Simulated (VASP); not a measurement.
# AgW3: W into a neighbouring W vacancy, part 3 of 4

Wanted: the minimum-energy path in AgW3 for this move: W into a neighbouring W vacancy. The cell takes the structure of Hf3Au from the Materials Project database, with elements swapped. The cell is invented: it takes the structure of a Materials Project entry for Hf3Au (space group 221 there), with all of its atoms replaced by other elements, volume scaled by an estimate. It may not be a known or stable phase.

VASP 6.6.1, plane waves and PAW; the level of theory is named at each step.

So far. Step 2 (Relax the host): The run ended after 4 ionic steps, 0.259 eV below its first step, once forces and stress met EDIFFG = -0.02. Step 3 (Relax the start): The run ended after 11 ionic steps, 0.317 eV below its first step, once the forces on the free atoms met EDIFFG = -0.04.

### 4. Relax the end

Level of this step: PBE; plane waves and PAW (W, Ag) (VASP).

The end state is relaxed in the same way, so that both ends share their errors.

Input file INCAR:

```
SYSTEM = Ag4W11
PREC = Normal
ENCUT = 280
EDIFF = 1E-05
NELM = 120
ISMEAR = 1
SIGMA = 0.15
LREAL = Auto
ALGO = Fast
GGA = PE
NBANDS = 70
LORBIT = 11
LWAVE = .FALSE.
LCHARG = .FALSE.
KPAR = 3
IBRION = 2
NSW = 50
ISIF = 2
EDIFFG = -0.04
POTIM = 0.4
MAXMIX = 40
ISYM = 0
```

Input file POSCAR:

```
Ag4W11
1.0
   -4.0013708054      4.0013708054      4.0013708054
    4.0013708054     -4.0013708054      4.0013708054
    4.0013708054      4.0013708054     -4.0013708054
W Ag
11 4
Direct
    0.4988236396      0.7489733303      0.2503275609
    0.5030290001      0.2522857076      0.7537110158
    0.0005753335      0.7467019546      0.7497836293
   -0.0003931658      0.2544825334      0.2495185980
    0.7460947174      0.4991653787      0.2468290558
    0.7482271156     -0.0023194197      0.7508169541
    0.2493323161      0.4960660415      0.7477313062
    0.2477775920      0.2464680060      0.0024867106
    0.7523170063      0.7498921901      0.0036963210
    0.7525133645      0.2486070572      0.4998536233
    0.2454339798      0.7485356638      0.5013761968
    0.5008234570      0.5016627128      0.4986108788
   -0.0070626104     -0.0025029678      0.4964081900
    0.0000987703      0.5006086556      0.0039075460
    0.5022841619      0.0011679886      0.0011109312
```

Input file KPOINTS:

```
Automatic mesh
0
Gamma
3 3 3
0 0 0
```

PAW data sets: W and Ag (PBE family, release 64).

Run with:

```bash
$ mpirun -np 3 vasp_std
```

Log:

```text
[... set-up lines as in an earlier step ...]
 entering main loop
       N       E                     dE             d eps       ncg     rms          rms(c)
DAV:   1     0.313151313136E+03    0.31315E+03   -0.35249E+04  1960   0.875E+02
DAV:   2    -0.119140122533E+03   -0.43229E+03   -0.40456E+03  2196   0.240E+02
DAV:   3    -0.152960702015E+03   -0.33821E+02   -0.31932E+02  2808   0.578E+01
DAV:   4    -0.154086037667E+03   -0.11253E+01   -0.11101E+01  2528   0.102E+01
DAV:   5    -0.154129791050E+03   -0.43753E-01   -0.43666E-01  2864   0.193E+00    0.663E+01
RMM:   6    -0.145250716034E+03    0.88791E+01   -0.35288E+01  1961   0.207E+01    0.337E+01
RMM:   7    -0.142994399710E+03    0.22563E+01   -0.86872E+00  1964   0.990E+00    0.883E+00
RMM:   8    -0.142861040373E+03    0.13336E+00   -0.34687E+00  2002   0.581E+00    0.248E+00
RMM:   9    -0.142941507173E+03   -0.80467E-01   -0.10072E+00  2326   0.239E+00    0.149E+00
RMM:  10    -0.142949193783E+03   -0.76866E-02   -0.16625E-01  2604   0.888E-01    0.143E+00
RMM:  11    -0.142938497354E+03    0.10696E-01   -0.66627E-02  1980   0.963E-01    0.118E+00
RMM:  12    -0.142934023101E+03    0.44743E-02   -0.30075E-02  2000   0.540E-01    0.818E-01
RMM:  13    -0.142928800295E+03    0.52228E-02   -0.18497E-02  2068   0.457E-01    0.273E-01
RMM:  14    -0.142928665807E+03    0.13449E-03   -0.98212E-03  2204   0.231E-01    0.147E-01
RMM:  15    -0.142928726309E+03   -0.60502E-04   -0.19940E-03  2114   0.132E-01    0.901E-02
RMM:  16    -0.142928775192E+03   -0.48883E-04   -0.66458E-04  2312   0.696E-02    0.497E-02
RMM:  17    -0.142928779201E+03   -0.40092E-05   -0.22434E-04  2319   0.372E-02    0.158E-02
RMM:  18    -0.142928785850E+03   -0.66486E-05   -0.44740E-05  1471   0.152E-02
   1 F= -.14292879E+03 E0= -.14292949E+03  d E =-.142929E+03
 curvature:   0.00 expect dE= 0.000E+00 dE for cont linesearch  0.000E+00
 trial: gam= 0.00000 g(F)=  0.150E+00 g(S)=  0.000E+00 ort = 0.000E+00 (trialstep = 0.100E+01)
 search vector abs. value=  0.150E+00
 bond charge predicted
       N       E                     dE             d eps       ncg     rms          rms(c)
DAV:   1    -0.143027495119E+03   -0.98716E-01   -0.30585E+01  2104   0.172E+01    0.611E-01
RMM:   2    -0.143040896525E+03   -0.13401E-01   -0.20818E-01  1968   0.200E+00    0.920E-01
RMM:   3    -0.143040881763E+03    0.14762E-04   -0.49473E-02  2185   0.759E-01    0.673E-01
RMM:   4    -0.143040345267E+03    0.53650E-03   -0.18786E-02  2167   0.387E-01    0.586E-01
RMM:   5    -0.143039108693E+03    0.12366E-02   -0.15961E-02  2001   0.459E-01    0.310E-01
RMM:   6    -0.143038686196E+03    0.42250E-03   -0.38236E-03  2189   0.212E-01    0.139E-01
RMM:   7    -0.143038596602E+03    0.89594E-04   -0.19832E-03  2190   0.129E-01    0.632E-02
RMM:   8    -0.143038611803E+03   -0.15202E-04   -0.50675E-04  2347   0.567E-02    0.415E-02
RMM:   9    -0.143038595495E+03    0.16308E-04   -0.13922E-04  2105   0.330E-02    0.267E-02
RMM:  10    -0.143038593593E+03    0.19027E-05   -0.52732E-05  1599   0.182E-02
   2 F= -.14303859E+03 E0= -.14304130E+03  d E =-.109808E+00
[... from here on, the cycles between the ionic steps are left out ...]
   3 F= -.14306991E+03 E0= -.14307337E+03  d E =-.141126E+00
   4 F= -.14310125E+03 E0= -.14310606E+03  d E =-.313380E-01
   5 F= -.14314087E+03 E0= -.14314757E+03  d E =-.709612E-01
   6 F= -.14314255E+03 E0= -.14314929E+03  d E =-.726397E-01
   7 F= -.14316767E+03 E0= -.14317320E+03  d E =-.251192E-01
   8 F= -.14318419E+03 E0= -.14318735E+03  d E =-.416389E-01
   9 F= -.14318501E+03 E0= -.14318751E+03  d E =-.424540E-01
  10 F= -.14319400E+03 E0= -.14319574E+03  d E =-.899573E-02
  11 F= -.14319569E+03 E0= -.14319699E+03  d E =-.106878E-01
  12 F= -.14319574E+03 E0= -.14319697E+03  d E =-.107335E-01
 curvature:  -2.25 expect dE=-0.262E-02 dE for cont linesearch -0.807E-06
 trial: gam= 0.20042 g(F)=  0.117E-02 g(S)=  0.000E+00 ort =-0.748E-04 (trialstep = 0.170E+01)
 search vector abs. value=  0.176E-02
 bond charge predicted
       N       E                     dE             d eps       ncg     rms          rms(c)
DAV:   1    -0.143196647537E+03   -0.91066E-03   -0.10048E+00  2032   0.312E+00    0.994E-02
RMM:   2    -0.143196973471E+03   -0.32593E-03   -0.55394E-03  1964   0.341E-01    0.109E-01
RMM:   3    -0.143197061460E+03   -0.87989E-04   -0.13864E-03  2268   0.115E-01    0.850E-02
RMM:   4    -0.143197014475E+03    0.46985E-04   -0.38562E-04  2005   0.618E-02    0.557E-02
RMM:   5    -0.143196984773E+03    0.29702E-04   -0.16232E-04  2156   0.356E-02    0.262E-02
RMM:   6    -0.143196986557E+03   -0.17841E-05   -0.51856E-05  1580   0.179E-02
  13 F= -.14319699E+03 E0= -.14319814E+03  d E =-.124743E-02
 trial-energy change:   -0.001247  1 .order   -0.001144   -0.001954   -0.000335
 step:   1.9406(harm=  2.0475)  dis= 0.00676  next Energy=  -143.197011 (dE=-0.127E-02)
 reached required accuracy - stopping structural energy minimisation
```

Run time: 5.7 min. Hardware: 3 MPI ranks of Intel Xeon Platinum 8488C (Sapphire Rapids), shared host; peak memory 0.61 GiB.

From OUTCAR (step 4):

```text
 Found     14 irreducible k-points:

   NELECT =     110.0000    total number of electrons

 E-fermi :   7.2219

 k-point     1 :       0.0000    0.0000    0.0000
  band No.  band energies     occupation
    ...
     50       6.2382      2.00000
     51       6.3723      2.00000
     52       6.9209      2.01565
     53       7.1980      1.26640
     54       7.1985      1.26107
     55       7.2764      0.42821
     56       7.8615     -0.00000
     57       7.9278     -0.00000
     58       7.9290     -0.00000
     59       7.9457     -0.00000
    ...

 k-point     2 :       0.3333    0.0000    0.0000
  band No.  band energies     occupation
    ...
     50       6.2069      2.00000
     51       6.2791      2.00000
     52       6.4420      2.00000
     53       6.6950      2.00001
     54       6.6996      2.00001
     55       7.3407      0.02410
     56       7.5805     -0.00372
     57       7.6574     -0.00032
     58       7.9315     -0.00000
     59       7.9368     -0.00000
    ...

  Total      -10.2148140      0.5238544    -10.2663696     -0.0193861     -0.0174265     -0.0141873
  in kB      -63.8637855      3.2751770    -64.1861147     -0.1212035     -0.1089518     -0.0887002
  external PRESSURE =     -41.5915744 kB  Pullay stress =       0.0000000 kB

 POSITION                                       TOTAL-FORCE (eV/Angst)
 -----------------------------------------------------------------------------------
      1.97749      0.07259      3.99540        -0.016474      0.011508     -0.004652
      2.02843      4.07530     -0.00658         0.008792     -0.001525     -0.000162
      1.97461      3.93143      3.99265        -0.011441     -0.011525      0.008736
     -1.97063      3.93196      3.99262         0.008651     -0.010249      0.006316
      0.00205      2.00170      3.99363        -0.004806      0.001308      0.004363
      4.00395      2.00459      3.99512        -0.010278     -0.011197     -0.008276
      4.00234      2.00363     -0.00735         0.003852     -0.002908     -0.002253
      4.00566      3.93292     -1.97926        -0.015902     -0.019124      0.004855
      4.00387      3.93218      1.96874         0.000081     -0.014482     -0.021010
     -0.00067      4.07261      2.02105         0.013150      0.018644      0.007455
      4.00141      0.07200      1.96889         0.003317      0.020140     -0.018736
      1.87756      2.00267      1.86826         0.002293     -0.000010     -0.004221
      5.87854     -1.99724      2.11764         0.006607      0.001248      0.010324
      2.12538     -1.99953      2.11708         0.010285     -0.000716      0.009750
      2.12673     -2.00289      5.86841         0.001872      0.018890      0.007511
 -----------------------------------------------------------------------------------
    total drift:                                0.003227      0.000167     -0.021325

  FREE ENERGIE OF THE ION-ELECTRON SYSTEM (eV)
  ---------------------------------------------------
  free  energy   TOTEN  =      -143.1969865572 eV

  energy  without entropy=     -143.2004484024  energy(sigma->0) =     -143.19814051

 total charge
# of ion       s       p       d       tot
------------------------------------------
    1        0.653   0.558   4.133   5.345
    2        0.653   0.558   4.132   5.343
    3        0.653   0.558   4.132   5.343
    4        0.653   0.559   4.134   5.346
    5        0.669   0.632   4.216   5.516
    6        0.672   0.592   4.162   5.425
    7        0.668   0.632   4.214   5.514
    8        0.653   0.558   4.133   5.344
    9        0.653   0.558   4.132   5.343
   10        0.653   0.558   4.134   5.346
   11        0.652   0.558   4.132   5.342
   12        0.536   0.583   8.991  10.109
   13        0.535   0.583   8.990  10.109
   14        0.536   0.583   8.990  10.109
   15        0.536   0.583   8.991  10.109
--------------------------------------------------
tot          9.374   8.653  81.617  99.645

[... 6 parts as in an earlier step ...]

[... 6 further parts left out ...]
```

CONTCAR:

```
Ag4W11
   1.00000000000000
    -4.0013708053999997    4.0013708053999997    4.0013708053999997
     4.0013708053999997   -4.0013708053999997    4.0013708053999997
     4.0013708053999997    4.0013708053999997   -4.0013708053999997
  W               Ag
    11     4
Direct
     0.5083244559559432    0.7463545693359001    0.2561721058057790
     0.5084161473024778    0.2526440736023741    0.7627049222478443
     0.9901708270675050    0.7456525099531581    0.7380027894524143
     0.9902332879718866    0.2526624991479928    0.2450816457811383
     0.7491601471204739    0.4992889981886555    0.2503831896745032
     0.7497058400616845    0.9995402882657010    0.7508091961473355
     0.2494495802576696    0.4992023159493332    0.7504890843273831
     0.2441236435010850    0.2532131302934854    0.9919815049673643
     0.7373620325136740    0.7463210148889693    0.9916665956331194
     0.7614470248993609    0.2524610253793159    0.5088177138677121
     0.2550240806350116    0.7460322116719877    0.5090016033239758
     0.4836999822742415    0.4680665289909332    0.4848624673527438
     0.0150444602620719    0.9991797772170670    0.4849956095805026
     0.0146889392173958    0.5301263151500186    0.0157260261670082
     0.4830242288595162    0.9990495746651008    0.0154740634711823
```

The steps of the relaxation:

```csv
step,energy less that of the first step (eV),largest force (eV/Å)
1,0.0000,0.8816
2,-0.1098,0.4791
3,-0.1411,0.3849
4,-0.1725,0.2549
5,-0.2121,0.3142
6,-0.2138,0.3445
7,-0.2389,0.2196
8,-0.2554,0.2039
9,-0.2562,0.2450
10,-0.2652,0.1003
11,-0.2669,0.0654
12,-0.2670,0.0656
13,-0.2682,0.0277
```

The atoms that moved most (Å):

```csv
atom,dx,dy,dz,length
Ag13,-0.127,0.036,0.141,0.193
Ag12,-0.121,0.011,-0.148,0.191
Ag15,0.126,-0.011,-0.143,0.191
Ag14,0.107,-0.012,0.129,0.168
W8,0.000,-0.084,0.054,0.100
W9,-0.003,-0.094,-0.026,0.097
W3,-0.010,-0.085,0.001,0.085
W11,-0.018,0.079,-0.002,0.081
```

The relaxed structure:

```xyz
15
Lattice="-4.0014 4.0014 4.0014 4.0014 -4.0014 4.0014 4.0014 4.0014 -4.0014" Properties=species:S:1:pos:R:3 pbc="T T T"
W     1.9775    0.0726    3.9954
W     2.0284    4.0753   -0.0066
W     5.9760   -0.0699   -0.0087
W     2.0307   -0.0694   -0.0087
W     0.0020    2.0017    3.9936
W     0.0026    6.0060   -0.0063
W     4.0023    2.0036   -0.0074
W     0.0043   -0.0685    2.0221
W     0.0025   -0.0692    5.9701
W    -0.0007    4.0726    2.0211
W     4.0014    0.0720    1.9689
Ag    1.8776    2.0027    1.8683
Ag    1.8772    2.0041   -1.8837
Ag    2.1254   -1.9995    2.1171
Ag   -1.8746    1.9985    1.8670
```

Numbers from this step:

```
electronic cycles       : 100
free energy (TOTEN)     : -143.1970 eV
energy at zero smearing : -143.1981 eV
Fermi energy            : 7.222 eV
```

The run ended after 13 ionic steps, 0.268 eV below its first step, once the forces on the free atoms met EDIFFG = -0.04.

(Continued in part 4 of 4.)

[Lines on the potential files, build, host, timing and source positions are cut from VASP's logs without a mark.]

[Logs are printed without paths, hosts, clocks, repeated set-up lines and the standing remarks that a program may print on its own settings, such as how far it seeks lower states.]

[Hosts, paths, dates, database ids (printed as entryN), source tags and the programs' standing remarks are cut or masked in the printed files.]

[Runs that stopped without an error message from VASP are left out.]
